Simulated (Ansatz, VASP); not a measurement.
## Lu2CdS4 (Lu2CdS4 (Fd-3m)) in two plane-wave programs

Wanted: the spread between two codes on one cell, functional and k mesh. The cell is taken from a series of runs on this material, whose earlier steps may have relaxed, scaled, displaced or heated it; both programs get it as it stands.

Main program and level: Ansatz 0.2.0; plane waves, with VASP 6.6.1 beside it; relaxation of cell and atoms at r2SCAN.

## 1. The starting structure

The structure is cubic, space group Fd-3m (No. 227). Conventional cell: a = 11.044 Å, b = 11.044 Å, c = 11.044 Å, α = 90.00°, β = 90.00°, γ = 90.00°. Nearest to Lu lie 6 S at 2.67 Å. Cd has 4 S at 2.55 Å nearest. Nearest to S lie 1 Cd at 2.55 Å and 3 Lu at 2.67 Å. Farther neighbours and most contacts between anions are not listed.

Coordinates:

```xyz
14
Lattice="0.0000 5.5219 5.5219 5.5219 0.0000 5.5219 5.5219 5.5219 0.0000" Properties=species:S:1:pos:R:3 pbc="T T T"
Lu    6.9023    4.1414    4.1414
Lu    6.9023    6.9023    6.9023
Lu    4.1414    6.9023    4.1414
Lu    4.1414    4.1414    6.9023
Cd    0.0000    0.0000    0.0000
Cd    2.7609    2.7609    2.7609
S     9.5705    9.5705    9.5705
S     4.2342    6.8096    6.8096
S     6.8096    6.8096    4.2342
S     6.8096    4.2342    6.8096
S     6.9951    6.9951    9.5705
S     6.9951    9.5705    6.9951
S     4.2342    4.2342    4.2342
S     9.5705    6.9951    6.9951
```

## 2. VASP: relaxation of cell and atoms, r2SCAN

The relaxed volume is the usual yardstick between codes: in a stiff, nearly cubic crystal its relative difference is about their pressure difference at one cell divided by the bulk modulus.

Lines of VASP's logs that name or quote its potential files are left out, and so is its time.

Contents of INCAR:

```
SYSTEM = Lu2CdS4
PREC = Accurate
ENCUT = 550
EDIFF = 1E-07
NELM = 120
ISMEAR = -1
SIGMA = 0.01
LREAL = .FALSE.
ALGO = Normal
METAGGA = R2SCAN
LASPH = .TRUE.
NBANDS = 68
LORBIT = 11
LWAVE = .FALSE.
LCHARG = .FALSE.
ISIF = 3
IBRION = 2
NSW = 80
EDIFFG = -0.005
GGA_COMPAT = .FALSE.
NELMIN = 4
EFERMI = MIDGAP
LMIXTAU = .TRUE.
KPAR = 4
```

Contents of POSCAR:

```
Lu2CdS4
1.0
    0.0000000000      5.5218760000      5.5218760000
    5.5218760000      0.0000000000      5.5218760000
    5.5218760000      5.5218760000      0.0000000000
Lu Cd S
4 2 8
Direct
    0.1250000000      0.6250000000      0.6250000000
    0.6250000000      0.6250000000      0.6250000000
    0.6250000000      0.1250000000      0.6250000000
    0.6250000000      0.6250000000      0.1250000000
    0.0000000000      0.0000000000      0.0000000000
    0.2500000000      0.2500000000      0.2500000000
    0.8665992319      0.8665992319      0.8665992319
    0.8497976050      0.3834008587      0.3834008587
    0.3834008587      0.3834008587      0.8497976050
    0.3834008587      0.8497976050      0.3834008587
    0.8665992319      0.8665992319      0.4002024855
    0.8665992319      0.4002024855      0.8665992319
    0.3834008587      0.3834008587      0.3834008587
    0.4002024855      0.8665992319      0.8665992319
```

Contents of KPOINTS:

```
Automatic mesh
0
Gamma
4 4 4
0 0 0
```

PAW data sets: Lu_3, Cd and S (PBE family, release 64).

On the command line:

```
$ mpirun -np 4 vasp_std
```

Numbers of over 12 decimals in the logs are rounded to 6 here.

Output:

```text
[banner, memory and clock lines left out]
running    4 mpi-ranks, on    1 nodes
 distrk:  each k-point on    1 cores,    4 groups
 distr:  one band on    1 cores,    1 groups

 POSCAR found type information on POSCAR LuCdS
 POSCAR found :  3 types and      14 ions
|                                                                             |
|               ----> ADVICE to this user running VASP <----                  |
|                                                                             |
|     You enforced a specific xc type in the INCAR file but a different       |
|     [... a line on the potential file left out ...]
|     I HOPE YOU KNOW WHAT YOU ARE DOING!                                     |
|                                                                             |

 LDA part: xc-table for (None), standard interpolation
 POSCAR, INCAR and KPOINTS ok, starting setup
 FFT: planning ... GRIDC
 FFT: planning ... GRID_SOFT
 FFT: planning ... GRID
 WAVECAR not read
 entering main loop
       N       E                     dE             d eps       ncg     rms          rms(c)
DAV:   1     0.107875808020E+04    0.10788E+04   -0.44071E+04  1784   0.174E+03
DAV:   2    -0.980021139440E+02   -0.11768E+04   -0.11358E+04  2160   0.869E+02
DAV:   3    -0.284518320252E+03   -0.18652E+03   -0.17692E+03  2152   0.323E+02
DAV:   4    -0.305780414345E+03   -0.21262E+02   -0.20737E+02  1904   0.128E+02
DAV:   6    -0.289845472425E+03    0.17765E+02   -0.18220E+01  1888   0.374E+01    0.365E+01
DAV:   7    -0.277541804184E+03    0.12304E+02   -0.53446E+00  1768   0.190E+01    0.635E+00
DAV:   8    -0.285150860819E+03   -0.76091E+01   -0.66861E+00  1760   0.111E+01    0.484E+00
DAV:   9    -0.283538508231E+03    0.16124E+01   -0.63361E-01  1760   0.106E+01    0.401E+00
DAV:  10    -0.283726017718E+03   -0.18751E+00   -0.61019E-02  1960   0.166E+00    0.309E+00
DAV:  11    -0.283754188361E+03   -0.28171E-01   -0.10191E+00  1728   0.480E+00    0.726E-01
DAV:  12    -0.283815660033E+03   -0.61472E-01   -0.11178E-01  1760   0.308E+00    0.821E-01
DAV:  13    -0.283917646079E+03   -0.10199E+00   -0.78439E-02  1688   0.149E+00    0.636E-01
DAV:  14    -0.283923578665E+03   -0.59326E-02   -0.49680E-03  1720   0.766E-01    0.405E-01
DAV:  15    -0.283921456915E+03    0.21218E-02   -0.85379E-03  1896   0.511E-01    0.182E-01
[...]
DAV:  19    -0.283924696221E+03   -0.27962E-04   -0.80987E-05  1808   0.810E-02    0.346E-02
DAV:  20    -0.283924692569E+03    0.36529E-05   -0.35772E-05  1920   0.308E-02    0.204E-02
DAV:  21    -0.283924695275E+03   -0.27060E-05   -0.34070E-06  1808   0.183E-02    0.112E-02
DAV:  22    -0.283924697611E+03   -0.23363E-05   -0.15539E-06  1480   0.857E-03    0.692E-03
DAV:  23    -0.283924698242E+03   -0.63157E-06   -0.60293E-07  1104   0.890E-03    0.556E-03
DAV:  24    -0.283924698460E+03   -0.21772E-06   -0.35800E-07   928   0.811E-03    0.275E-03
DAV:  25    -0.283924698786E+03   -0.32612E-06   -0.18497E-07  1008   0.587E-03    0.218E-03
DAV:  26    -0.283924698729E+03    0.57336E-07   -0.88606E-08   832   0.591E-03
   1 F= -.28392470E+03 E0= -.28392470E+03  d E =-.283925E+03
 curvature:   0.00 expect dE= 0.000E+00 dE for cont linesearch  0.000E+00
 trial: gam= 0.00000 g(F)=  0.265E-03 g(S)=  0.282E-04 ort = 0.000E+00 (trialstep = 0.100E+01)
 search vector abs. value=  0.294E-03
 bond charge predicted
       N       E                     dE             d eps       ncg     rms          rms(c)
DAV:   1    -0.283924874173E+03   -0.17539E-03   -0.17241E-02  1712   0.714E-01    0.118E-01
DAV:   2    -0.283924890759E+03   -0.16586E-04   -0.19050E-03  1784   0.318E-01    0.935E-02
DAV:   3    -0.283924921663E+03   -0.30903E-04   -0.22184E-04  1888   0.128E-01    0.542E-02
DAV:   4    -0.283924903727E+03    0.17935E-04   -0.44583E-05  1832   0.516E-02    0.391E-02
DAV:   5    -0.283924907799E+03   -0.40720E-05   -0.19786E-05  1968   0.277E-02    0.201E-02
DAV:   6    -0.283924904639E+03    0.31606E-05   -0.55455E-06  1624   0.129E-02    0.137E-02
DAV:   7    -0.283924906543E+03   -0.19040E-05   -0.42598E-06  1648   0.139E-02    0.891E-03
DAV:   8    -0.283924907702E+03   -0.11595E-05   -0.10468E-06  1328   0.854E-03    0.370E-03
DAV:   9    -0.283924907508E+03    0.19394E-06   -0.47628E-07  1056   0.545E-03    0.187E-03
DAV:  10    -0.283924907485E+03    0.23016E-07   -0.71693E-08   784   0.660E-03
   2 F= -.28392491E+03 E0= -.28392491E+03  d E =-.208756E-03
 trial-energy change:   -0.000209  1 .order   -0.000194   -0.000294   -0.000094
 step:   1.2986(harm=  1.4724)  dis= 0.00095  next Energy=  -283.924922 (dE=-0.223E-03)
 bond charge predicted
       N       E                     dE             d eps       ncg     rms          rms(c)
DAV:   1    -0.283924928174E+03   -0.20666E-04   -0.15593E-03  1716   0.214E-01    0.350E-02
DAV:   2    -0.283924928723E+03   -0.54832E-06   -0.16857E-04  1776   0.964E-02    0.280E-02
DAV:   3    -0.283924933905E+03   -0.51821E-05   -0.20267E-05  1856   0.388E-02    0.162E-02
DAV:   4    -0.283924932573E+03    0.13316E-05   -0.38511E-06  1648   0.155E-02    0.121E-02
DAV:   5    -0.283924933848E+03   -0.12746E-05   -0.18485E-06  1616   0.961E-03    0.574E-03
DAV:   6    -0.283924933496E+03    0.35130E-06   -0.38782E-07  1120   0.714E-03    0.335E-03
DAV:   7    -0.283924933869E+03   -0.37221E-06   -0.11217E-07   832   0.645E-03    0.232E-03
DAV:   8    -0.283924934106E+03   -0.23747E-06   -0.77619E-08   784   0.546E-03    0.129E-03
DAV:   9    -0.283924933895E+03    0.21123E-06   -0.64793E-08   760   0.444E-03    0.492E-04
DAV:  10    -0.283924934117E+03   -0.22174E-06   -0.51018E-08   736   0.424E-03    0.282E-04
DAV:  11    -0.283924933971E+03    0.14584E-06   -0.41735E-08   736   0.382E-03    0.265E-04
DAV:  12    -0.283924934065E+03   -0.93874E-07   -0.35410E-08   712   0.343E-03
   3 F= -.28392493E+03 E0= -.28392493E+03  d E =-.235336E-03
 curvature:  -0.64 expect dE=-0.604E-05 dE for cont linesearch -0.374E-05
 trial: gam=-0.10917 g(F)=  0.837E-05 g(S)=  0.111E-05 ort = 0.415E-04 (trialstep = 0.106E+01)
 search vector abs. value=  0.392E-05
 reached required accuracy - stopping structural energy minimisation
```

Parts of OUTCAR (step 2):

```text
ion  position               nearest neighbor table
   1  0.125  0.625  0.625-  11 2.67  12 2.67  13 2.67   7 2.67  10 2.67   9 2.67
   2  0.625  0.625  0.625-   8 2.67   9 2.67  10 2.67  11 2.67  12 2.67  14 2.67
   3  0.625  0.125  0.625-  11 2.67  14 2.67  13 2.67   7 2.67   9 2.67   8 2.67
   4  0.625  0.625  0.125-  12 2.67  14 2.67  13 2.67   7 2.67  10 2.67   8 2.67
   5  0.000  0.000  0.000-   7 2.55  11 2.55  12 2.55  14 2.55
   6  0.250  0.250  0.250-   8 2.55   9 2.55  10 2.55  13 2.55
   7  0.867  0.867  0.867-   5 2.55   4 2.67   1 2.67   3 2.67
   8  0.850  0.383  0.383-   6 2.55   2 2.67   4 2.67   3 2.67
   9  0.383  0.383  0.850-   6 2.55   2 2.67   3 2.67   1 2.67
  10  0.383  0.850  0.383-   6 2.55   2 2.67   4 2.67   1 2.67
  11  0.867  0.867  0.400-   5 2.55   3 2.67   1 2.67   2 2.67
  12  0.867  0.400  0.867-   5 2.55   4 2.67   1 2.67   2 2.67
  13  0.383  0.383  0.383-   6 2.55   3 2.67   4 2.67   1 2.67
  14  0.400  0.867  0.867-   5 2.55   4 2.67   3 2.67   2 2.67

  LATTYP: Found a face centered cubic cell.
 ALAT       =    11.0437520000

 Subroutine GETGRP returns: Found 48 space group operations
 (whereof 24 operations were pure point group operations)

The static configuration has the point symmetry T_d .
 The point group associated with its full space group is O_h .

 Found      8 irreducible k-points:

   k-points           NKPTS =      8   k-points in BZ     NKDIM =      8   number of bands    NBANDS=     68

   dimension x,y,z NGX =    60 NGY =   60 NGZ =   60
   dimension x,y,z NGXF=   120 NGYF=  120 NGZF=  120

   ENCUT  =  550.0 eV  40.42 Ry    6.36 a.u.  14.93 14.93 14.93*2*pi/ulx,y,z

   NELECT =     108.0000    total number of electrons

 k-points in reciprocal lattice and weights: Automatic mesh
   0.00000000  0.00000000  0.00000000       0.016
   0.25000000  0.00000000  0.00000000       0.125
   0.50000000  0.00000000  0.00000000       0.062
   0.25000000  0.25000000  0.00000000       0.094
   0.50000000  0.25000000  0.00000000       0.375
  -0.25000000  0.25000000  0.00000000       0.188
   0.50000000  0.50000000  0.00000000       0.047
  -0.25000000  0.50000000  0.25000000       0.094

 average (electrostatic) potential at core
       1 -37.1616       2 -37.1616       3 -37.1616       4 -37.1616       5 -44.2206
       6 -44.2206       7 -90.9648       8 -90.9648       9 -90.9648      10 -90.9648
      11 -90.9648      12 -90.9648      13 -90.9648      14 -90.9648

 E-fermi :   2.5454

 k-point     1 :       0.0000    0.0000    0.0000
  band No.  band energies     occupation
    ...
     50       0.8329      2.00000
     51       0.8329      2.00000
     52       1.7079      2.00000
     53       1.7079      2.00000
     54       1.7079      2.00000
     55       3.3828      0.00000
     56       4.6279      0.00000
     57       4.6279      0.00000
     58       5.1998      0.00000
     59       5.9580      0.00000
    ...

 k-point     2 :       0.2500    0.0000    0.0000
  band No.  band energies     occupation
    ...
     50       0.7905      2.00000
     51       0.8737      2.00000
     52       0.9850      2.00000
     53       1.5947      2.00000
     54       1.5947      2.00000
     55       4.0209      0.00000
     56       4.9906      0.00000
     57       4.9906      0.00000
     58       5.3889      0.00000
     59       5.8839      0.00000
    ...

 k-point     3 :       0.5000    0.0000    0.0000
  band No.  band energies     occupation
    ...
     50       0.9748      2.00000
     51       0.9748      2.00000
     52       1.1081      2.00000
     53       1.4092      2.00000
     54       1.4092      2.00000
     55       4.9971      0.00000
     56       5.0169      0.00000
     57       5.4075      0.00000
     58       5.4075      0.00000
     59       5.6866      0.00000
    ...

  Total       -0.0103690     -0.0103690     -0.0103690      0.0000000     -0.0000000      0.0000000
  in kB       -0.0493008     -0.0493008     -0.0493008      0.0000000     -0.0000000      0.0000000
  external PRESSURE =      -0.0493008 kB  Pullay stress =       0.0000000 kB

  energy-cutoff  :      550.00
  volume of cell :      336.97
      direct lattice vectors                 reciprocal lattice vectors
     0.000000000  5.523167370  5.523167370    -0.090527765  0.090527765  0.090527765
     5.523167370 -0.000000000  5.523167370     0.090527765 -0.090527765  0.090527765
     5.523167370  5.523167370 -0.000000000     0.090527765  0.090527765 -0.090527765

 POSITION                                       TOTAL-FORCE (eV/Angst)
 -----------------------------------------------------------------------------------
      6.90396      4.14238      4.14238        -0.000000     -0.000000     -0.000000
      6.90396      6.90396      6.90396        -0.000000     -0.000000     -0.000000
      4.14238      6.90396      4.14238        -0.000000     -0.000000     -0.000000
      4.14238      4.14238      6.90396        -0.000000     -0.000000     -0.000000
      0.00000      0.00000      0.00000        -0.000000     -0.000000     -0.000000
      2.76158      2.76158      2.76158        -0.000000     -0.000000     -0.000000
      9.57180      9.57180      9.57180        -0.002689     -0.002689     -0.002689
      4.23612      6.81021      6.81021         0.002689     -0.002689     -0.002689
      6.81021      6.81021      4.23612        -0.002689     -0.002689      0.002689
      6.81021      4.23612      6.81021        -0.002689      0.002689     -0.002689
      6.99771      6.99771      9.57180         0.002689      0.002689     -0.002689
      6.99771      9.57180      6.99771         0.002689     -0.002689      0.002689
      4.23612      4.23612      4.23612         0.002689      0.002689      0.002689
      9.57180      6.99771      6.99771        -0.002689      0.002689      0.002689
 -----------------------------------------------------------------------------------
    total drift:                               -0.002073     -0.002073     -0.002073

  FREE ENERGIE OF THE ION-ELECTRON SYSTEM (eV)
  ---------------------------------------------------
  free  energy   TOTEN  =      -283.9249340647 eV

  energy  without entropy=     -283.9249340647  energy(sigma->0) =     -283.92493406

 reached required accuracy - stopping structural energy minimisation

 total charge
# of ion       s       p       d       tot
------------------------------------------
    1        0.350   6.653   0.947   7.951
    2        0.350   6.653   0.947   7.951
    3        0.350   6.653   0.947   7.951
    4        0.350   6.653   0.947   7.951
    5        0.381   0.279   9.586  10.247
    6        0.381   0.279   9.586  10.247
    7        1.307   2.503   0.000   3.809
    8        1.307   2.503   0.000   3.809
    9        1.307   2.503   0.000   3.809
   10        1.307   2.503   0.000   3.809
   11        1.307   2.503   0.000   3.809
   12        1.307   2.503   0.000   3.809
   13        1.307   2.503   0.000   3.809
   14        1.307   2.503   0.000   3.809
--------------------------------------------------
tot         12.615  47.194  22.962  82.772

[... 3 further parts left out ...]
```

CONTCAR:

```
Lu2CdS4
   1.00000000000000
     0.0000000000000000    5.5231673701098369    5.5231673701098369
     5.5231673701098369   -0.0000000000000000    5.5231673701098369
     5.5231673701098369    5.5231673701098369   -0.0000000000000000
  Lu              Cd              S
     4     2     8
Direct
     0.1250000000000000    0.6250000000000000    0.6250000000000000
     0.6250000000000000    0.6250000000000000    0.6250000000000000
     0.6250000000000000    0.1250000000000000    0.6250000000000000
     0.6250000000000000    0.6250000000000000    0.1250000000000000
     0.0000000000000000    0.0000000000000000    0.0000000000000000
     0.2500000000000000    0.2500000000000000    0.2500000000000000
     0.8665133660715576    0.8665133660715576    0.8665133660715576
     0.8495400075146813    0.3834867245284392    0.3834867245284392
     0.3834867245284392    0.3834867245284392    0.8495400075146813
     0.3834867245284392    0.8495400075146813    0.3834867245284392
     0.8665133660715576    0.8665133660715576    0.4004600829853209
     0.8665133660715576    0.4004600829853209    0.8665133660715576
     0.3834867245284392    0.3834867245284392    0.3834867245284392
     0.4004600829853209    0.8665133660715576    0.8665133660715576
```

The data set Lu_3 holds the 4f electrons frozen in the core, so no f bands or f moments appear. The run keeps the 48 symmetry operations of its start, so it cannot find a distortion of lower symmetry.

(Part 1 of 2 ends here.)

[Lines on the potential files, build, host, timing and source positions are cut from VASP's logs without a mark.]

[Logs are printed without paths, hosts, clocks, repeated set-up lines and the standing remarks that a program may print on its own settings, such as how far it seeks lower states.]

[Hosts, paths, dates, database ids (printed as entryN), source tags and the programs' standing remarks are cut or masked in the printed files.]
